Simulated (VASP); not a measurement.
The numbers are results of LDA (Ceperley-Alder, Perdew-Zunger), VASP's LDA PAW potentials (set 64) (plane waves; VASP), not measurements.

The input files of a VASP run:

**KPOINTS**
```
Automatic mesh
0
Gamma
8 8 8
0 0 0
```

**INCAR**
```
SYSTEM = Ni3Fe
PREC = Accurate
ENCUT = 520
EDIFF = 1E-6
NELM = 100
ALGO = Normal
LREAL = .FALSE.
LASPH = .TRUE.
ISMEAR = 1
SIGMA = 0.1
LMAXMIX = 4
ISPIN = 2
MAGMOM = 3.0 0.7 0.7 0.7
LORBIT = 10
LWAVE = .FALSE.
LCHARG = .FALSE.
IBRION = 2
ISIF = 3
NSW = 60
EDIFFG = -0.02
```

POSCAR:
```
Ni3Fe
1.0
  3.4496003832   0.0000000000   0.0000000000
  0.0000000000   3.4496003832   0.0000000000
  0.0000000000   0.0000000000   3.4496003832
Fe Ni
1 3
Cartesian
  0.0000000000   0.0000000000   0.0000000000
  0.0000000000   1.7248001916   1.7248001916
  1.7248001916   0.0000000000   1.7248001916
  1.7248001916   1.7248001916   0.0000000000
```

POTCAR, in this order: Fe Ni (LDA.64 set). Program: vasp_std.

Task: What does the run give for the energy per atom (σ→0), cell moment, volume per atom, band gap (on the k-mesh)?

Result: 
```json
{
 "energy per atom (σ→0)": "-7.298 eV/atom",
 "cell_moment": "4.45 μB",
 "band gap (on the k-mesh)": "none (metal, semimetal or under 0.01 eV)",
 "volume_per_atom": "10.22 Å^3/atom"
}
```

### OSZICAR
```
...
DAV:   2    -0.293406796684E+02   -0.12718E+00   -0.71982E-01  4268   0.169E+01    0.706E+00
DAV:   3    -0.291944068249E+02    0.14627E+00   -0.52174E-01  4274   0.159E+01    0.908E-01
DAV:   4    -0.291920092404E+02    0.23976E-02   -0.16005E-02  4352   0.182E+00    0.409E-01
DAV:   5    -0.291915110576E+02    0.49818E-03   -0.11063E-03  5428   0.469E-01    0.203E-01
DAV:   6    -0.291912061289E+02    0.30493E-03   -0.32896E-04  6546   0.374E-01    0.337E-02
DAV:   7    -0.291912051695E+02    0.95936E-06   -0.50259E-05  3852   0.717E-02    0.192E-02
DAV:   8    -0.291912054431E+02   -0.27360E-06   -0.19146E-06  2482   0.169E-02
   3 F= -.29191205E+02 E0= -.29192164E+02  d E =-.558309E-03  mag=     4.4485
```

The compound is Ni3Fe in the L1_2 structure. This run relaxes it. Symmetry was kept, so distortions that lower it aren't found. The start is the result of an earlier pass.
